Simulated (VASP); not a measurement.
# HfZrSe3 (P6_3/mmc) in VASP: a series of runs

The runs below take HfZrSe3 through relaxation of cell and atoms, with PBE.

All numbers are computed with VASP 6.6.1; they aren't measurements. Logs are shortened: lines on timing, memory, paths and dates and some standing lists are left out, and cuts for length are marked.

**1. Starting point**

It takes space group P6_3/mmc (No. 194, hexagonal). Conventional cell: a = 6.664 Å, b = 6.664 Å, c = 5.628 Å, α = 90.00°, β = 90.00°, γ = 120.00°. Around Zr (site symmetry -3m) lie 6 Se at 2.30 Å. Hf (site symmetry -6m2) has 12 Se at 3.33 to 3.47 Å as nearest neighbours. Around Se (site symmetry mm2) lie 2 Zr at 2.30 Å.

The cell was built by a generator and needn't be a form met in nature.

**2. Relaxation of cell and atoms, PBE**

INCAR

```
SYSTEM = HfZrSe3
ALGO     = Fast           ! electronic algorithm
EDIFF    = 1E-4           ! SCF threshold, eV
EDIFFG   = -0.08          ! ionic threshold
ENCUT    = 520            ! plane-wave cutoff, eV
GGA      = PE             ! functional
IBRION   = 2              ! ionic algorithm
ISIF     = 3              ! what is computed and relaxed
ISMEAR   = 0              ! smearing method
KPAR     = 2            
LASPH    = .True.         ! aspherical terms in the spheres
LCHARG   = .False.        ! write CHGCAR
LREAL    = Auto         
LWAVE    = .False.        ! write WAVECAR
NELM     = 60             ! most SCF steps
NSW      = 24             ! ionic steps
PREC     = Normal         ! precision mode
SIGMA    = 0.15           ! smearing width, eV
```

KPOINTS

```
k-points
0
Gamma
  3 3 3
  0 0 0
```

POSCAR

```
HfZrSe3
1.0
    6.6636133500      0.0000000000      0.0000000000
   -3.3318066700      5.7708584400      0.0000000000
    0.0000000000      0.0000000000      5.6284084700
Zr Hf Se
2 2 6
Direct
    0.0000000000      0.0000000000      0.5000000000
    0.0000000000      0.0000000000      0.0000000000
    0.6666666700      0.3333333300      0.2500000000
    0.3333333300      0.6666666700      0.7500000000
    0.8427359400      0.6854718900      0.7500000000
    0.1572640600      0.8427359400      0.2500000000
    0.6854718900      0.8427359400      0.2500000000
    0.3145281100      0.1572640600      0.7500000000
    0.1572640600      0.3145281100      0.2500000000
    0.8427359400      0.1572640600      0.7500000000
```

Potentials or basis: VASP PAW PBE potentials, release 64 (Zr_sv, Hf_pv, Se).

The run is started by

```sh
$ cat potpaw_PBE.64/Zr_sv/POTCAR potpaw_PBE.64/Hf_pv/POTCAR potpaw_PBE.64/Se/POTCAR > POTCAR
$ mpirun -np 2 vasp_std > vasp.out
```

OUTCAR:

```text
SYSTEM = HfZrSe3
   EDIFF = 1E-4
   EDIFFG = -0.08
   ENCUT = 520
   GGA = PE
   IBRION = 2
   ISIF = 3
   ISMEAR = 0
   LASPH = .True.
   LREAL = Auto
   NELM = 60
   NSW = 24
   PREC = Normal

 ion  position               nearest neighbor table
   1  0.000  0.000  0.500-   5 2.30   9 2.30   8 2.30   7 2.30   6 2.30  10 2.30   2 2.81   2 2.81

   2  0.000  0.000  0.000-   5 2.30   9 2.30   8 2.30   7 2.30   6 2.30  10 2.30   1 2.81   1 2.81

   3  0.667  0.333  0.250-   7 3.33   7 3.33   9 3.33   9 3.33   6 3.33   6 3.33
   4  0.333  0.667  0.750-   8 3.33   8 3.33   5 3.33   5 3.33  10 3.33  10 3.33
   5  0.843  0.685  0.750-   1 2.30   2 2.30   4 3.33   4 3.33
   6  0.157  0.843  0.250-   1 2.30   2 2.30   3 3.33   3 3.33
   7  0.685  0.843  0.250-   1 2.30   2 2.30   3 3.33   3 3.33
   8  0.315  0.157  0.750-   1 2.30   2 2.30   4 3.33   4 3.33
   9  0.157  0.315  0.250-   1 2.30   2 2.30   3 3.33   3 3.33
  10  0.843  0.157  0.750-   1 2.30   2 2.30   4 3.33   4 3.33

  LATTYP: Found a hexagonal cell.
 ALAT       =     6.6636133500
 C/A-ratio  =     0.8446481172

  Lattice vectors:

 A1 = (   6.6636133500,   0.0000000000,   0.0000000000)
 A2 = (  -3.3318066700,   5.7708584400,   0.0000000000)
 A3 = (   0.0000000000,   0.0000000000,   5.6284084700)

Analysis of symmetry for initial positions (statically):
=====================================================================
 Subroutine PRICEL returns:
 Original cell was already a primitive cell.

 Routine SETGRP: Setting up the symmetry group for a
 hexagonal supercell.

 Subroutine GETGRP returns: Found 24 space group operations
 (whereof 12 operations were pure point group operations)
 out of a pool of 24 trial point group operations.

The static configuration has the point symmetry D_3d.
 The point group associated with its full space group is D_6h.

Analysis of symmetry for dynamics (positions and initial velocities):
=====================================================================
 Subroutine PRICEL returns:
 Original cell was already a primitive cell.

 Routine SETGRP: Setting up the symmetry group for a
 hexagonal supercell.

 Subroutine GETGRP returns: Found 24 space group operations
 (whereof 12 operations were pure point group operations)
 out of a pool of 24 trial point group operations.

The dynamic configuration has the point symmetry D_3d.
 The point group associated with its full space group is D_6h.

 Subroutine INISYM returns: Found 24 space group operations
 (whereof 12 operations are pure point group operations),
 and found     1 'primitive' translations

----------------------------------------------------------------------------------------

                                     Primitive cell

  volume of cell :     216.4391

  direct lattice vectors                    reciprocal lattice vectors
     6.663613350  0.000000000  0.000000000     0.150068731  0.086642222  0.000000000
    -3.331806670  5.770858440  0.000000000     0.000000000  0.173284445  0.000000000
     0.000000000  0.000000000  5.628408470     0.000000000  0.000000000  0.177670119

  length of vectors
     6.663613350  6.663613346  5.628408470     0.173284445  0.173284445  0.177670119

  position of ions in fractional coordinates (direct lattice)
     0.000000000  0.000000000  0.500000000
     0.000000000  0.000000000  0.000000000
     0.666666670  0.333333330  0.250000000
     0.333333330  0.666666670  0.750000000
     0.842735940  0.685471890  0.750000000
     0.157264060  0.842735940  0.250000000
     0.685471890  0.842735940  0.250000000
     0.314528110  0.157264060  0.750000000
     0.157264060  0.314528110  0.250000000
     0.842735940  0.157264060  0.750000000

  ion indices of the primitive-cell ions
   primitive index   ion index
                 1           1
                 2           2
                 3           3
                 4           4
                 5           5
                 6           6
                 7           7
                 8           8
                 9           9
                10          10

----------------------------------------------------------------------------------------

 KPOINTS: k-points

Automatic generation of k-mesh.
 Grid dimensions read from file:
 generate k-points for:    3    3    3

 Generating k-lattice:

  Cartesian coordinates                     Fractional coordinates (reciprocal lattice)
     0.050022910  0.028880741  0.000000000     0.333333333  0.000000000  0.000000000
     0.000000000  0.057761482  0.000000000     0.000000000  0.333333333  0.000000000
     0.000000000  0.000000000  0.059223373     0.000000000  0.000000000  0.333333333

  Length of vectors
     0.057761482  0.057761482  0.059223373

  Shift w.r.t. Gamma in fractional coordinates (k-lattice)
     0.000000000  0.000000000  0.000000000

 Subroutine IBZKPT returns following result:
 ===========================================

 Found      6 irreducible k-points:

[... 48 lines left out ...]
  Fermi-wavevector in a.u.,A,eV,Ry     =   1.174878  2.220198 18.780653  1.380339
  Thomas-Fermi vector in A             =   2.311268
   LORBIT       =      0    0 simple, 1 ext, 2 COOP (PROOUT), +10 PAW based schemes
   GGA     = PE    functional components
   LHFCALC =     F    Hartree Fock is set to
   AEXX    =    0.0000 exact exchange contribution
   IVDW    =     0    specifies the selected vdW correction
   LEPSILON=     F    determine dielectric tensor
   LRPA    =     F    only Hartree local field effects (RPA)
 conjugate gradient relaxation of ions
 non-spin polarized calculation
 RMM-DIIS sequential band-by-band and
 Gauss-broadening in eV      SIGMA  =   0.15
  energy-cutoff  :      520.00
  volume of cell :      216.44
 maximum number of plane-waves:      5853
   NGX = 25   NGY = 25   NGZ = 21

--------------------------------------- Ionic step        1  -------------------------------------------

 number of electron      79.9999989 magnetization

 Free energy of the ion-electron system (eV)
  ---------------------------------------------------
  ext. energy  EPLUGINS =         0.00000000
  ---------------------------------------------------
  free energy    TOTEN  =       -49.23355964 eV

  energy without entropy =      -49.17013902  energy(sigma->0) =      -49.20184933

------------------------ aborting loop because EDIFF is reached ----------------------------------------

  FORCE on cell =-STRESS in cart. coord.  units (eV):
  Direction    XX          YY          ZZ          XY          YZ          ZX
  --------------------------------------------------------------------------------------
  -------------------------------------------------------------------------------------
  Total       44.6430165     44.6430165     58.2241048      0.0000000     -0.0000000     -0.0000000
  in kB      330.4671507    330.4671504    431.0003114      0.0000003     -0.0000000     -0.0000000
  external PRESSURE =     363.9782042 kB  Pullay stress =       0.0000000 kB
[... 29 lines left out ...]
  energy  without entropy=      -49.1701390179  energy(sigma->0) =      -49.20184933

--------------------------------------- Ionic step        2  -------------------------------------------

 number of electron      80.0000059 magnetization

------------------------ aborting loop EDIFF was not reached (unconverged)  ----------------------------

  FORCE on cell =-STRESS in cart. coord.  units (eV):
  Direction    XX          YY          ZZ          XY          YZ          ZX
  --------------------------------------------------------------------------------------
  -------------------------------------------------------------------------------------
  Total      -29.3235304    -29.3235304    -29.2668007     -0.0000000      0.0000000     -0.0000000
  in kB     -114.7262579   -114.7262578   -114.5043071     -0.0000001      0.0000000     -0.0000000
  external PRESSURE =    -114.6522743 kB  Pullay stress =       0.0000000 kB

 VOLUME and BASIS-vectors are now :
 -----------------------------------------------------------------------------
  energy-cutoff  :      520.00
  volume of cell :      409.51
      direct lattice vectors                 reciprocal lattice vectors
     8.098754161  0.000000001 -0.000000000     0.123475782  0.071288776  0.000000000
    -4.049377073  7.013726838 -0.000000000    -0.000000000  0.142577552  0.000000000
    -0.000000000 -0.000000000  7.209363880     0.000000000  0.000000000  0.138708493
[... 689 lines left out ...]
     47       6.0703      0.00000
     48       6.1538      0.00000

[... ionic steps 4 to 11 ...]

--------------------------------------- Ionic step       12  -------------------------------------------

 number of electron      80.0000027 magnetization

------------------------ aborting loop because EDIFF is reached ----------------------------------------

  FORCE on cell =-STRESS in cart. coord.  units (eV):
  Direction    XX          YY          ZZ          XY          YZ          ZX
  --------------------------------------------------------------------------------------
  -------------------------------------------------------------------------------------
  Total        1.2231085      1.2231085     -0.1569920      0.0000000     -0.0000000     -0.0000000
  in kB        8.6448814      8.6448814     -1.1096129      0.0000000     -0.0000000     -0.0000000
  external PRESSURE =       5.3933833 kB  Pullay stress =       0.0000000 kB
[... 73 lines left out ...]
  energy  without entropy=      -61.0960416007  energy(sigma->0) =      -61.13293899

--------------------------------------- Ionic step       14  -------------------------------------------

 number of electron      80.0000031 magnetization

 Free energy of the ion-electron system (eV)
  ---------------------------------------------------
  ext. energy  EPLUGINS =         0.00000000
  ---------------------------------------------------
  free energy    TOTEN  =       -61.18513437 eV

  energy without entropy =      -61.11072569  energy(sigma->0) =      -61.14793003

 E-fermi :   6.1695     XC(G=0): -10.3529

 val. band max:        6.1510371322   @ k =   0.3333   0.0000   0.0000
 cond. band min:       6.2807859912   @ k =   0.0000   0.0000   0.3333
 fundamental gap:      0.1297488590
 Fermi energy:         6.1695127538

 k-point     1 :       0.0000    0.0000    0.0000
  band No.  band energies     occupation
      1     -43.0555      2.00000
      2     -42.7656      2.00000
      3     -27.1956      2.00000
      4     -27.1937      2.00000
      5     -27.0795      2.00000
      6     -27.0795      2.00000
[... 332 lines left out ...]
  FREE ENERGIE OF THE ION-ELECTRON SYSTEM (eV)
  ---------------------------------------------------
  free  energy   TOTEN  =       -61.1851343743 eV

  energy  without entropy=      -61.1107256915  energy(sigma->0) =      -61.14793003

 reached required accuracy - stopping structural energy minimisation
```

Wall time 4.3 min (2 MPI ranks of Intel Xeon Platinum 8488C (Sapphire Rapids), shared host); peak memory 0.25 GiB.

What came out:

* Free energy: -61.1851 eV
* Relaxed volume: 22.90 Å³/atom
* Relaxed cell: a = 6.978 Å, b = 6.978 Å, c = 5.431 Å, α = 90.00°, β = 90.00°, γ = 120.00°
* Space group after relaxing (to 0.05 Å): P6_3/mmc (No. 194)
* Energy gained by relaxing: 1195.2 meV/atom
* Ionic steps: 14
* Pressure after relaxing: 0.0 GPa
* Largest force after relaxing: 0.072 eV/Å
* Band gap on the k mesh: none (metal or under the smearing width)

Forces in eV/Å, atoms in the order of the input:
```
Zr   0.000  0.000  0.000
Zr   0.000  0.000  0.000
Hf   0.000  0.000  0.000
Hf   0.000  0.000  0.000
Se   0.000  0.072  0.000
Se  -0.062  0.036  0.000
Se   0.062  0.036  0.000
Se  -0.062 -0.036  0.000
Se   0.000 -0.072  0.000
Se   0.062 -0.036  0.000
```

Stress tensor (GPa, compression positive):
```
 0.10  0.00  0.00
 0.00  0.10  0.00
 0.00  0.00 -0.05
```

Step by step:
| step | energy change (eV) | largest force (eV/Å) | pressure (GPa) | volume (Å³) |
| --- | --- | --- | --- | --- |
| 1 | 0.0000 | 10.5642 | 36.40 | 216.44 |
| 2 | 4.0631 | 2.2943 | -11.47 | 409.51 |
| 3 | -10.5782 | 0.2700 | -5.64 | 276.90 |
| 4 | -10.7000 | 0.6485 | -4.22 | 271.55 |
| 5 | -10.7305 | 1.0984 | -2.62 | 266.37 |
| 6 | -10.7318 | 1.0151 | -2.88 | 267.44 |
| 7 | -11.2099 | 0.8736 | -1.81 | 253.81 |
| 8 | -11.5514 | 0.4873 | 0.98 | 234.84 |
| 9 | -11.7461 | 0.2441 | -0.87 | 234.28 |
| 10 | -11.7661 | 0.4624 | -1.28 | 234.05 |
| 11 | -11.9244 | 0.2911 | 0.04 | 228.30 |
| 12 | -11.9360 | 0.2415 | 0.54 | 226.68 |
| 13 | -11.9363 | 0.2308 | 0.61 | 226.45 |
| 14 | -11.9516 | 0.0716 | 0.05 | 229.04 |

Final structure:
```
Zr Hf Se
1.0
     6.97818    0.00000    0.00000
    -3.48909    6.04329    0.00000
     0.00000    0.00000    5.43110
Zr Hf Se
2 2 6
Cartesian
  0.0000 0.0000 2.7155
  0.0000 0.0000 0.0000
  3.4891 2.0144 1.3578
  0.0000 4.0289 4.0733
  3.4891 3.7242 4.0733
  -1.4807 4.8837 1.3578
  1.4807 4.8837 1.3578
  2.0084 1.1596 4.0733
  0.0000 2.3191 1.3578
  4.9698 1.1596 4.0733
```

Caveat: the k mesh is coarse (spacing up to 0.37 Å⁻¹), so the values aren't converged; the relaxation stopped at a loose force limit of 0.08 eV/Å, so its end isn't a converged minimum.

**3. Relaxation of cell and atoms, PBE**

This run uses another cell than the first one, of 23.05 Å³/atom, 1.065 times its volume.

INCAR is that of step 2.

KPOINTS is that of step 2.

POSCAR

```
HfZrSe3
1.0
    3.2500000000      1.8763883700      6.3000000000
   -3.2500000000      1.8763883700      6.3000000000
    0.0000000000     -3.7527767500      6.3000000000
Zr Hf Se
2 2 6
Direct
    0.6450000000      0.6450000000      0.6450000000
    0.3550000000      0.3550000000      0.3550000000
    0.8540000000      0.8540000000      0.8540000000
    0.1460000000      0.1460000000      0.1460000000
    0.9510000000      0.5620000000      0.2220000000
    0.2220000000      0.9510000000      0.5620000000
    0.5620000000      0.2220000000      0.9510000000
    0.0490000000      0.4380000000      0.7780000000
    0.7780000000      0.0490000000      0.4380000000
    0.4380000000      0.7780000000      0.0490000000
```

Potentials or basis: VASP PAW PBE potentials, release 64 (Zr_sv, Hf_pv, Se).

The run is started by

```sh
$ cat potpaw_PBE.64/Zr_sv/POTCAR potpaw_PBE.64/Hf_pv/POTCAR potpaw_PBE.64/Se/POTCAR > POTCAR
$ mpirun -np 2 vasp_std > vasp.out
```

Run time: 4.6 min. Hardware: 2 MPI ranks of Intel Xeon Platinum 8488C (Sapphire Rapids), shared host; peak memory 0.3 GiB.

It converged, with:

* Free energy: -70.3353 eV
* Relaxed volume: 24.04 Å³/atom
* Relaxed cell: a = 7.334 Å, b = 7.334 Å, c = 7.334 Å, α = 54.08°, β = 54.08°, γ = 54.08°
* Space group after relaxing (to 0.05 Å): R-3 (No. 148)
* Energy gained by relaxing: 275.3 meV/atom
* Ionic steps: 15
* Pressure after relaxing: 0.0 GPa
* Largest force after relaxing: 0.059 eV/Å
* Band gap on the k mesh: none (metal or under the smearing width)

Forces on the atoms (eV/Å):
```
Zr   0.000  0.000 -0.017
Zr   0.000  0.000  0.017
Hf   0.000  0.000 -0.059
Hf   0.000  0.000  0.059
Se  -0.013 -0.045  0.032
Se   0.046  0.011  0.032
Se  -0.033  0.034  0.032
Se   0.013  0.045 -0.032
Se  -0.046 -0.011 -0.032
Se   0.033 -0.034 -0.032
```

Stress tensor (GPa, compression positive):
```
-0.14  0.00  0.00
 0.00 -0.14  0.00
 0.00  0.00  0.37
```

Step by step:
| step | energy change (eV) | largest force (eV/Å) | pressure (GPa) | volume (Å³) |
| --- | --- | --- | --- | --- |
| 1 | 0.0000 | 2.8082 | 8.94 | 230.51 |
| 2 | -0.9199 | 0.8374 | -8.11 | 275.98 |
| 3 | -1.4501 | 1.0187 | -3.29 | 256.14 |
| 4 | -1.8860 | 0.7824 | -0.11 | 244.84 |
| 5 | -1.9292 | 0.6751 | 1.67 | 239.99 |
| 6 | -2.1471 | 0.6925 | 0.40 | 242.92 |
| 7 | -2.3340 | 0.8721 | -1.73 | 248.80 |
| 8 | -2.5061 | 0.7197 | -0.69 | 245.24 |
| 9 | -2.5693 | 0.6202 | 0.35 | 242.10 |
| 10 | -2.6737 | 0.3308 | -0.34 | 242.91 |
| 11 | -2.7262 | 0.1073 | -1.13 | 243.93 |
| 12 | -2.7439 | 0.1447 | 0.71 | 238.85 |
| 13 | -2.7458 | 0.1150 | 0.34 | 240.01 |
| 14 | -2.7457 | 0.1090 | 0.22 | 240.26 |
| 15 | -2.7527 | 0.0591 | 0.03 | 240.37 |

Final structure:
```yaml
crystal:
  lattice:
    - [3.33399, 1.92488, 6.24253]
    - [-3.33399, 1.92488, 6.24253]
    - [0.00000, -3.84976, 6.24253]
  atoms:
    - { symbol: Zr, position: [0.66601, 0.66601, 0.66601] }
    - { symbol: Zr, position: [0.33399, 0.33399, 0.33399] }
    - { symbol: Hf, position: [0.83239, 0.83239, 0.83239] }
    - { symbol: Hf, position: [0.16761, 0.16761, 0.16761] }
    - { symbol: Se, position: [0.91890, 0.58339, 0.24380] }
    - { symbol: Se, position: [0.24380, 0.91890, 0.58339] }
    - { symbol: Se, position: [0.58339, 0.24380, 0.91890] }
    - { symbol: Se, position: [0.08110, 0.41661, 0.75620] }
    - { symbol: Se, position: [0.75620, 0.08110, 0.41661] }
    - { symbol: Se, position: [0.41661, 0.75620, 0.08110] }
```

Levels at points of the mesh, in eV from the Fermi level:
```csv
k point,band 36,band 37,band 38,band 39,band 40,band 41,band 42,band 43,band 44,band 45
"(0.00, 0.00, 0.00)",-1.45,-1.45,-1.42,-0.87,0.03,0.03,0.52,0.52,0.61,0.61
```

Caveat: the k mesh is coarse (spacing up to 0.39 Å⁻¹), so the values aren't converged; the relaxation stopped at a loose force limit of 0.08 eV/Å, so its end isn't a converged minimum. The run has no spin-orbit coupling, so splittings on Hf are missing.
